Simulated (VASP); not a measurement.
An input for Quantum ESPRESSO's pw.x (written as the equivalent of a VASP run, and not itself run):

```
&CONTROL
  calculation = 'vc-relax'
  pseudo_dir = './pseudo'
  outdir = './out'
  tprnfor = .true.
  tstress = .true.
  nstep = 60
  forc_conv_thr = 0.00039
/
&SYSTEM
  ibrav = 0
  nat = 1
  ntyp = 1
  ecutwfc = 62.5
  occupations = 'smearing'
  smearing = 'methfessel-paxton'
  degauss = 0.00735
  input_dft = 'vdw-df2'
/
&ELECTRONS
  conv_thr = 7.3e-08
  electron_maxstep = 100
/
&IONS
/
&CELL
/
ATOMIC_SPECIES
  Pb 207.200 Pb.upf
CELL_PARAMETERS angstrom
    -0.0000000    2.6143323    2.6143323
     2.6143323    0.0000000    2.6143323
     2.6143323    2.6143323    0.0000000
ATOMIC_POSITIONS crystal
  Pb   0.0000000  0.0000000  0.0000000
K_POINTS automatic
  11 11 11 0 0 0
```

Q: Write the VASP files for the same calculation (vdW-DF2).

A: Several could match; the one computed here: 
**POSCAR**
```
Pb
1.0
  0.0000000000   2.6143323459   2.6143323459
  2.6143323459   0.0000000000   2.6143323459
  2.6143323459   2.6143323459   0.0000000000
Pb
1
Cartesian
  0.0000000000   0.0000000000   0.0000000000
```

### KPOINTS
```
Automatic mesh
0
Gamma
11 11 11
0 0 0
```

**INCAR**
```
! general
SYSTEM   = Pb
PREC     = Accurate
ENCUT    = 520
LREAL    = .FALSE.
LASPH    = .TRUE.

! electronic loop
EDIFF    = 1E-6
NELM     = 100
ALGO     = Normal
LMAXMIX  = 4

! smearing
ISMEAR   = 1
SIGMA    = 0.1

! functional
GGA      = ML
LUSE_VDW = .TRUE.
AGGAC    = 0.0
ZAB_VDW  = -1.8867

! ions
IBRION   = 2
NSW      = 60
ISIF     = 3
EDIFFG   = -0.01

! output
LWAVE    = .FALSE.
LCHARG   = .FALSE.
```

POTCAR, in this order: Pb_d (PBE.64 set). Program: vasp_std.

Limits of the translation: the potentials are each code's own (VASP's PAW set, PseudoDojo norm-conserving files in pw.x), so ENCUT and ecutwfc are chosen apart and not converted; conv_thr bounds pw.x's estimated SCF error, while EDIFF bounds the energy change between steps; forc_conv_thr acts on force components and is met together with etot_conv_thr.

The compound is Pb in the fcc structure. It was relaxed first, which changed the volume by +18 %. The start is the result of an earlier pass.
